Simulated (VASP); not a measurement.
Method: AM05 GGA, VASP's PBE PAW potentials (set 64) (plane waves; VASP).

A VASP calculation is set up with these files.

**INCAR**
```
# general
SYSTEM = CaO
PREC   = Accurate
ENCUT  = 520
LREAL  = F
LASPH  = T

# electronic loop
EDIFF  = 1E-7   # SCF stop (eV)
NELM   = 100   # most electronic steps
ALGO   = Normal

# smearing
ISMEAR = 0   # Gaussian
SIGMA  = 0.05   # width (eV)

# functional
GGA    = AM   # AM05

# ions
ISIF   = 2

# output
LWAVE  = F
LCHARG = F
```

### KPOINTS
```
Automatic mesh
0
Gamma
10 10 10
0 0 0
```

File POSCAR:
```
CaO
2.3944040
  0.0000000000   1.0000001005   1.0000001005
  1.0000001005   0.0000000000   1.0000001005
  1.0000001005   1.0000001005   0.0000000000
Ca O
1 1
Cartesian
  0.0000000000   0.0000000000   0.0000000000
  1.0000001005   1.0000001005   1.0000001005
```

POTCAR, in this order: Ca_sv O (PBE.64 set). Program: vasp_std.

Output of the run:

File OUTCAR:
```
 ion  position               nearest neighbor table
   1  0.000  0.000  0.000-   2 2.39   2 2.39   2 2.39   2 2.39   2 2.39   2 2.39
   2  0.500  0.500  0.500-   1 2.39   1 2.39   1 2.39   1 2.39   1 2.39   1 2.39
  LATTYP: Found a face centered cubic cell.
 ALAT       =     4.7888084812
 Subroutine PRICEL returns:
 Original cell was already a primitive cell.
 Subroutine GETGRP returns: Found 48 space group operations
The static configuration has the point symmetry O_h .
The dynamic configuration has the point symmetry O_h .
 Subroutine INISYM returns: Found 48 space group operations
 Subroutine IBZKPT returns following result:
 Found     47 irreducible k-points:

 Following reciprocal coordinates:
            Coordinates               Weight
  0.000000  0.000000  0.000000      1.000000
  0.100000  0.000000  0.000000      8.000000
  0.200000  0.000000  0.000000      8.000000
  0.300000  0.000000  0.000000      8.000000
  0.400000  0.000000  0.000000      8.000000
  0.500000  0.000000  0.000000      4.000000
  0.100000  0.100000  0.000000      6.000000
  0.200000  0.100000  0.000000     24.000000
  0.300000  0.100000  0.000000     24.000000
...
```

OSZICAR:
```
       N       E                     dE             d eps       ncg     rms          rms(c)
DAV:   1     0.135019911648E+03    0.13502E+03   -0.88402E+03  1128   0.137E+03
DAV:   2    -0.724973585297E+01   -0.14227E+03   -0.13392E+03  1300   0.340E+02
DAV:   3    -0.142170529473E+02   -0.69673E+01   -0.69162E+01  1428   0.784E+01
DAV:   4    -0.144620847729E+02   -0.24503E+00   -0.24475E+00  1696   0.132E+01
DAV:   5    -0.144638661611E+02   -0.17814E-02   -0.17813E-02  1348   0.129E+00    0.806E+00
DAV:   6    -0.130374481889E+02    0.14264E+01   -0.74181E+00  1300   0.259E+01    0.360E+00
DAV:   7    -0.129914234265E+02    0.46025E-01   -0.62929E-01  1556   0.793E+00    0.172E+00
DAV:   8    -0.129916120472E+02   -0.18862E-03   -0.71803E-02  1252   0.310E+00    0.386E-01
DAV:   9    -0.129907329313E+02    0.87912E-03   -0.20940E-02  1412   0.118E+00    0.140E-01
DAV:  10    -0.129912698097E+02   -0.53688E-03   -0.21167E-03  1184   0.509E-01    0.211E-02
DAV:  11    -0.129912852410E+02   -0.15431E-04   -0.12466E-04  1660   0.113E-01    0.134E-02
DAV:  12    -0.129912858377E+02   -0.59674E-06   -0.93499E-06  1248   0.360E-02    0.626E-03
DAV:  13    -0.129912851664E+02    0.67125E-06   -0.41368E-06  1532   0.159E-02    0.165E-03
DAV:  14    -0.129912849884E+02    0.17805E-06   -0.24078E-07  1280   0.606E-03    0.551E-04
DAV:  15    -0.129912849672E+02    0.21237E-07   -0.39762E-08   672   0.193E-03
   1 F= -.12991285E+02 E0= -.12991285E+02  d E =-.274962E-18
```

File OUTCAR:
```
------------------------ aborting loop because EDIFF is reached ----------------------------------------
  FORCE on cell =-STRESS in cart. coord.  units (eV):
  Direction    XX          YY          ZZ          XY          YZ          ZX
  --------------------------------------------------------------------------------------
  Total       -0.0001779     -0.0001779     -0.0001779     -0.0000000     -0.0000000     -0.0000000
  in kB       -0.0103841     -0.0103841     -0.0103841     -0.0000000     -0.0000000     -0.0000000
  external PRESSURE =      -0.0103841 kB  Pullay stress =       0.0000000 kB
  volume of cell :       27.46
      direct lattice vectors                 reciprocal lattice vectors
     0.000000000  2.394404241  2.394404241    -0.208820212  0.208820212  0.208820212
     2.394404241  0.000000000  2.394404241     0.208820212 -0.208820212  0.208820212
     2.394404241  2.394404241  0.000000000     0.208820212  0.208820212 -0.208820212
  FREE ENERGIE OF THE ION-ELECTRON SYSTEM (eV)
  ---------------------------------------------------
  free  energy   TOTEN  =       -12.9912849672 eV

  energy  without entropy=      -12.9912849672  energy(sigma->0) =      -12.99128497
```
(Selected blocks of OUTCAR.)

The compound is CaO in the rock salt structure. It was relaxed first.
